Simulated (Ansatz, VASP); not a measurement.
# Cross-check of MgSi between VASP and Ansatz

Aim: how closely do two programs agree when they are given the same cell, functional and k mesh? The cell is taken from a series of runs on this material, whose earlier steps may have relaxed, scaled, displaced or heated it; both programs get it as it stands.

Calculated with Ansatz 0.2.0; plane waves, with VASP 6.6.1 beside it; zone-centre phonons at PBEsol.

### 1. Set-up

It takes space group P4/mmm (No. 123, tetragonal). Conventional cell: a = 2.938 Å, b = 2.938 Å, c = 3.958 Å, α = 90.00°, β = 90.00°, γ = 90.00°. Nearest to Mg lie 8 Si at 2.87 Å and 4 Mg at 2.94 Å. Nearest to Si lie 8 Mg at 2.87 Å and 4 Si at 2.94 Å. Farther neighbours are not listed.

### 2. Ansatz: zone-centre phonons, PBEsol

Ansatz runs on norm-conserving files, of PseudoDojo where its log says so.

Second derivatives magnify differences that forces hide, and they need a tight electronic threshold.

Contents of input.yaml:

```yaml
crystal:
  lattice:
    - [2.9379161965, 0.0, 0.0]
    - [0.0, 2.9379161965, 0.0]
    - [0.0, 0.0, 3.9576587989]
  atoms:
    - { symbol: Mg, position: [0.0, 0.0, 0.0] }
    - { symbol: Si, position: [0.5, 0.5, 0.5] }
kpoints:
  mp_grid: { grid: [16, 16, 12] }
hamiltonian:
  xc: pbesol
  pseudopotentials: { kind: nc }
scf:
  occupations: { method: methfessel_paxton, width: 0.15 }
output:
  eigenvalues: true
phonons:
  method: dfpt
  qmesh: [2, 2, 2]
  temperatures: { t_max: 1000, t_step: 50 }
  qpath:
    path:
      - [[0.0, 0.0, 0.0], [0.0, 0.5, 0.0], [0.5, 0.5, 0.0], [0.0, 0.0, 0.0], [0.0, 0.0, 0.5], [0.0, 0.5, 0.5], [0.5, 0.5, 0.5], [0.0, 0.0, 0.5]]
      - [[0.0, 0.5, 0.0], [0.0, 0.5, 0.5]]
      - [[0.5, 0.5, 0.0], [0.5, 0.5, 0.5]]
    npoints: 10
```

Run with:

```
> ansatz run input.yaml --threads 4 --pin off --max-ram 7168MiB --backend cpu --events-out ev --progress --plain --runs-dir out
```

Numbers of over 12 decimals in the logs are rounded to 6 here.

What it wrote:

```text
Engine: ansatz 0.2.0, aarch64-unknown-linux-gnu
Pseudopotentials: kind: nc
Pseudopotential: Mg, nc, valence charge 10, recommended cutoff 1142.878222 eV (normal), Mg.nc.azcp (PseudoDojo's, or run here from an input of PseudoDojo's: the run reads no file of this project's for it)
Pseudopotential: Si, nc, valence charge 4, recommended cutoff 489.804952 eV (normal), Si.nc.azcp (PseudoDojo's, or run here from an input of PseudoDojo's: the run reads no file of this project's for it)
Functional definition: PBEsol
  exchange = pbesol_x
  correlation = pbesol_c
Crystal: 2 atoms, lattice volume = 34.160 Å³
Basis set: ecut = 1142.878222 eV, 3009 PW (Γ), exchange–correlation on 72×72×90 points (8 copies of the dense FFT grid, shifted against one another)
Bands: 11, of which v1, the nominal top of the filled ones, is band 7 counted from 1 (6 counted from 0)
Symmetry: 16 space group operations
k-points: 315 of 3072
Non-local potential: Mg, projectors of the file, l = 0: 2, l = 1: 2
Non-local potential: Si, projectors of the file, l = 0: 2, l = 1: 2, l = 2: 2
Initial density: superposition of atomic densities (chi_scale 0.1, normalization cell, long waves kept (reshape's long-wave potential 0.00 eV rms))
Initial wavefunctions: pseudopotential atomic-orbital guess
Functional: x = pbesol(κ = 0.804, μ = 0.123457), c = pbesol(β = 0.046)
SCF iter   1: F=—  HF=-1728.836238 eV  |F-HF|=—  |Δ(HF+E_count)|=         —  Δρ=2.24e-2  dr2=1.23e-1  ethr=3.10e-3  ⟨swp⟩=5.4  Hψ=22835  notcnv=0
preconditioner: auto → none  [metal: Δε(μ)=0.004 eV  Ē_g=9.114 eV  σ=0.150 eV  W_gap=0.02  n_scr=6 (ndim 8)  ℏωp=15.6 eV  f_vac=0.000  D(μ)=0.74/eV (n_scr^D=2)  sad-step TF]
SCF iter   2: F=—  HF=-1728.825287 eV  |F-HF|=—  |Δ(HF+E_count)|=   1.10e-2  S|Δr|=    0.00e0  Δρ=1.38e-2  dr2=5.44e-2  ethr=8.81e-4  ⟨swp⟩=1.0  Hψ=5985  notcnv=0
SCF iter   3: F=—  HF=-1728.814690 eV  |F-HF|=—  |Δ(HF+E_count)|=   1.06e-2  S|Δr|=    0.00e0  Δρ=1.44e-3  dr2=4.25e-4  ethr=3.89e-4  ⟨swp⟩=1.0  Hψ=3432  notcnv=0
SCF iter   4: F=—  HF=-1728.814701 eV  |F-HF|=—  |Δ(HF+E_count)|=   1.09e-5  S|Δr|=    0.00e0  Δρ=3.86e-4  dr2=3.71e-5  ethr=3.03e-6  ⟨swp⟩=2.7  Hψ=5445  notcnv=0
SCF iter   5: F=—  HF=-1728.814689 eV  |F-HF|=—  |Δ(HF+E_count)|=   1.27e-5  S|Δr|=    0.00e0  Δρ=1.05e-4  dr2=1.08e-6  ethr=2.65e-7  ⟨swp⟩=2.0  Hψ=4150  notcnv=0
SCF iter   6: F=—  HF=-1728.814688 eV  |F-HF|=—  |Δ(HF+E_count)|=   5.59e-7  S|Δr|=    0.00e0  Δρ=1.90e-5  dr2=2.98e-8  ethr=7.71e-9  ⟨swp⟩=2.1  Hψ=5314  notcnv=0  defer=1
SCF iter   7: F=—  HF=-1728.814688 eV  |F-HF|=—  |Δ(HF+E_count)|=   3.66e-9  S|Δr|=    0.00e0  Δρ=2.65e-6  dr2=7.58e-10  ethr=2.13e-10  ⟨swp⟩=1.1  Hψ=3518  notcnv=0  defer=1
SCF iter   8: F=-1728.814688 eV  HF=-1728.814688 eV  |F-HF|=2.27e-13  |Δ(HF+E_count)|=  1.16e-11  S|Δr|=    0.00e0  Δρ=2.09e-7  dr2=5.10e-12  ethr=1.00e-12  ⟨swp⟩=5.6  Hψ=18002  notcnv=0
SCF 1 converged in 8 iterations: F = -1728.814688 eV  dr2 = 5.10e-12
Initial density: read from a saved state, or passed on in memory by an earlier SCF of this step, an earlier step, the calling program or the single point that the run made first
iter 1 solved again at ethr=9.89e-8 eV; its pass at ethr=3.10e-3 eV (dr2=1.39e-5 eV) is discarded
SCF iter   1: F=—  HF=-1728.814691 eV  |F-HF|=—  |Δ(HF+E_count)|=         —  Δρ=4.59e-7  dr2=4.34e-11  ethr=9.89e-8  ⟨swp⟩=3.9  Hψ=34426  notcnv=0
eigensolver tolerance schedule: the retry pair's looser diagonalisation over-reported the residual by 318781.03 of it (diagonalisation noise at an unbounded share of the residual, at the tolerance the schedule requests for it); recorded, not acted on — ethr = c·dr2/N_el stays at c = 1.0e-1
preconditioner: auto → none  [metal: Δε(μ)=0.018 eV  Ē_g=9.093 eV  σ=0.150 eV  W_gap=0.10  n_scr=6 (ndim 8)  ℏωp=15.6 eV  f_vac=0.000  D(μ)=0.76/eV (n_scr^D=2)]
SCF iter   2: F=—  HF=-1728.814688 eV  |F-HF|=—  |Δ(HF+E_count)|=   2.58e-6  S|Δr|=    0.00e0  Δρ=3.13e-7  dr2=1.96e-11  ethr=1.00e-12  ⟨swp⟩=3.4  Hψ=8032  notcnv=0
SCF iter   3: F=-1728.814688 eV  HF=-1728.814688 eV  |F-HF|=3.18e-12  |Δ(HF+E_count)|=  4.32e-12  S|Δr|=    0.00e0  Δρ=1.73e-7  dr2=5.65e-12  ethr=1.00e-12  ⟨swp⟩=4.0  Hψ=12135  notcnv=0
SCF 2 converged in 3 iterations: F = -1728.814688 eV  dr2 = 5.65e-12
phonons: the bands overlap, so this run is a metal and interpolates without the dipole-dipole term. If the crystal is really an insulator or semiconductor, its LO-TO splitting is missing
NSCF: frozen V_eff on 315 k-points
NSCF: frozen V_eff on 567 k-points
DFPT response loops at q = (0, 0, 0) (fractional): preconditioner auto → Kerker (q_TF=auto, 2.351 Å⁻¹) (partly filled bands, converged f_vac=0.000); β = 1.00, the filter's whole step (`scf.mixing.beta` (0.50) is not read by the response loops under this deck's `scf.mixing.preconditioner`; to damp them name `kerker` or `kerker_dos`, under which they read `scf.mixing.beta`, and type it under 1.00, their step now; both keys bind the ground state too); Broyden in place of MSR1
NSCF: frozen V_eff on 1134 k-points
DFPT response loops at q = (0, 0, -0.5) (fractional): mixed as the last ones told, above
NSCF: frozen V_eff on 1134 k-points
DFPT response loops at q = (0, -0.5, 0) (fractional): mixed as the last ones told, above
NSCF: frozen V_eff on 1134 k-points
DFPT response loops at q = (0, -0.5, -0.5) (fractional): mixed as the last ones told, above
NSCF: frozen V_eff on 1134 k-points
DFPT response loops at q = (-0.5, -0.5, 0) (fractional): mixed as the last ones told, above
NSCF: frozen V_eff on 1134 k-points
DFPT response loops at q = (-0.5, -0.5, -0.5) (fractional): mixed as the last ones told, above
SCF converged after 8 iterations
Stability not checked: this state was not tested for a lower state beside it, because cold or Methfessel-Paxton smearing, or corrected tetrahedra, fill the levels in a way that the test cannot read (fill_not_monotonic; see scf.lower_state_search)
Free energy (F): -1728.814688 eV
Harris-Foulkes:  -1728.814688 eV  (|F-HF|=2.27e-13)
Internal energy: -1728.814719 eV  (E = F + TS)
E sigma→0 (E₀):  -1728.814696 eV
Entropy (-TS):   0.000031 eV (0.015 meV/atom)
Fermi energy:    8.385785 eV
--- Per-component energies (eV) ---
  E_band       = -317.855339
  E_kinetic    = 964.385308
  E_local      = -1709.441785  (includes V_loc(G=0)·N_el)
  E_nonlocal   = -476.605709
  E_hartree    = 612.693290
  E_xc         = -254.389569
  E_vxc        = -321.579772  (∫ρ·V_xc dr)
  E_ewald      = -865.456253
  E_smearing   = 0.000031  (= −TS)
  E_closure    = 0.000000  (closes the sum)
  Σ components = -1728.814688   (vs F -1728.814688, Δ=0.00e0)
--- Band table (eV; the first three rows and the last of 315) ---
  k-point 0: bands = [... 3 lower, -34.3200, -2.8711, 6.0184, 8.0511, 12.4128, 12.4128, 13.5854, 16.3852]
  k-point 1: bands = [... 3 lower, -34.3201, -2.8175, 5.3205, 8.8710, 12.4450, 12.4450, 13.6450, 16.4373]
  k-point 2: bands = [... 3 lower, -34.3204, -2.6604, 4.2056, 10.3539, 12.5371, 12.5371, 13.8217, 16.5899]
  k-point 314: bands = [... 3 lower, -34.3125, 4.9408, 6.0807, 6.0807, 7.6104, 9.5400, 9.5400, 9.6220]
--- Phonons (Γ-DFPT): 4 representative perturbations + reference (Σ response iterations 10) ---
  ASR residual: 8.976e-3 → 0.000e0 eV/Å²; symmetrization residual: 1.199e-5 eV/Å²
  ASR residual per site (eV/Å²): 8.98e-3 8.02e-5
  Γ frequencies (cm⁻¹): 0.00 0.00 0.00 205.21 205.21 298.30
--- Phonons (arbitrary-q DFPT): 6 irreducible q on the 2×2×2 mesh ---
  q = [0.0000, 0.0000, 0.0000] (star 1, of the zone-centre solve; hermiticity 5.61e-6, symmetrization 9.35e-16): -0.00 -0.00 0.00 205.21 205.21 298.30
  q = [0.0000, 0.0000, -0.5000] (star 1, 4 solved perturbations in 1764 linear systems a pass and spin channel, the states on 567 of 3072 k-point pairs; hermiticity 3.07e-14, symmetrization 2.25e-12, the responses' own estimated error 6.7e-5 eV/Å²): 112.63 112.63 141.16 141.16 223.53 233.79
  q = [0.0000, -0.5000, 0.0000] (star 2, 6 solved perturbations on 567 of 3072 k-point pairs; hermiticity 2.63e-14, symmetrization 1.84e-14, the responses' own estimated error 7.6e-5 eV/Å²): 121.92 123.14 185.84 203.36 203.51 314.53
  q = [0.0000, -0.5000, -0.5000] (star 2, 6 solved perturbations on 567 of 3072 k-point pairs; hermiticity 1.76e-6, symmetrization 2.07e-14, the responses' own estimated error 7.5e-5 eV/Å²): -133.35 127.34 148.63 208.51 265.74 333.59
  q = [-0.5000, -0.5000, 0.0000] (star 1, 4 solved perturbations in 1764 linear systems a pass and spin channel, the states on 567 of 3072 k-point pairs; hermiticity 1.18e-7, symmetrization 9.68e-13, the responses' own estimated error 7.0e-5 eV/Å²): -72.45 -72.45 195.94 222.39 305.48 305.48
  q = [-0.5000, -0.5000, -0.5000] (star 1, 4 solved perturbations in 1764 linear systems a pass and spin channel, the states on 567 of 3072 k-point pairs; hermiticity 3.16e-14, symmetrization 1.67e-12, the responses' own estimated error 7.3e-5 eV/Å²): -150.93 -150.93 192.84 263.26 292.87 292.87
  sum rule: each row above includes the acoustic sum rule's correction from the zone centre's row sums; it moved no ω² by more than (10.02 cm⁻¹)²
  mesh force constants: q→R imaginary residual 2.21e-17; ASR residual 8.976e-3 → 0.000e0 eV/Å²; symmetrization residual 1.776e-15 eV/Å²
  interpolated dispersion: 93 rows × 6 modes
  density of states and harmonic sums: on the 22×22×16 q-mesh, interpolated from the force constants of a 2×2×2 supercell (no non-analytic term)
  largest difference from the sums on the solved wave vectors: F 1.02e-1 eV, S 1.36e-4 and C_V 3.54e-5 eV/K
  zero-point energy: 0.064261 eV/cell   skipped modes (ω ≤ 0): 514, of them read as no rigid motion or as one in doubt: 511 (7.224e-1 modes/cell left out, lowest -150.93 cm⁻¹)   left out of the sums: 1.20e-1 of the cell's modes: C_V's classical limit lies that fraction below 3 k_B per atom; for a crystal, a wire or a layer, F and S can be off by more, and a phonons.interpolated_qmesh denser along its periods is the remedy for the sampling
```

[end of part 1 of 2]

[Lines on the potential files, build, host, timing and source positions are cut from VASP's logs without a mark.]

[Logs are printed without paths, hosts, clocks, repeated set-up lines and the standing remarks that a program may print on its own settings, such as how far it seeks lower states.]

[Hosts, paths, dates, database ids (printed as entryN), source tags and the programs' standing remarks are cut or masked in the printed files.]
